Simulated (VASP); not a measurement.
Set up this calculation in VASP 6.6.1, as the native input.

| Item | Value |
| --- | --- |
| Task | single point |
| Functional | PBE |
| Potentials or basis | VASP PAW PBE potentials, release 64 (K_sv, Hg, F) |
| Cutoff | 520 eV |
| k mesh | 12 × 12 × 6 |
| Occupations | gaussian, width 0.1 eV |
| Spin | no spin polarisation |
| Dipole correction | no |
| Further INCAR settings | ALGO = Fast; EDIFF = 1e-06; NBANDS = 26 |

The structure of KHgF2 lies in POSCAR:

```
KHgF2
1.0
    4.9173859598      0.0000000000      0.0000000000
   -2.4586929799      4.2585811614      0.0000000000
    0.0000000000      0.0000000000      9.2059955491
K Hg F
1 1 2
Direct
    0.0000000000      0.0000000000      0.5000000000
    0.0000000000      0.0000000000      0.0000000000
    0.0000000000      0.0000000000      0.2440488260
    0.0000000000      0.0000000000      0.7559511740
```

The cell was built by a generator and needn't be a form met in nature.

The input as run:

INCAR

```
PREC = Accurate ; ENCUT = 520
EDIFF = 1E-6 ; ISMEAR = 0
SIGMA = 0.1 ; LREAL = False
LASPH = True ; NELM = 100
ALGO = Fast ; ISIF = 2
LWAVE = False ; LCHARG = False
GGA = PE ; NBANDS = 26
```

KPOINTS

```
Automatic mesh
0
Gamma
  12 12 6
```

Potentials or basis: VASP PAW PBE potentials, release 64 (K_sv, Hg, F).

Command:

```console
$ cat potpaw_PBE.64/K_sv/POTCAR potpaw_PBE.64/Hg/POTCAR potpaw_PBE.64/F/POTCAR > POTCAR
$ mpirun -np 1 vasp_std > vasp.out
```

It gave:

```yaml
Pressure: 0.1 GPa
Largest_force: 0.039 eV/Å
Band_gap_on_the_k_mesh: none (metal or under the smearing width)
```

Caveat: an odd number of electrons without spin polarisation forces a metal; a magnetic or distorted state may lie lower.

Wall time 10 min on 1 thread of Intel(R) Xeon(R) Platinum 8488C (Sapphire Rapids), with other jobs on the host, peak memory 0.58 GiB.
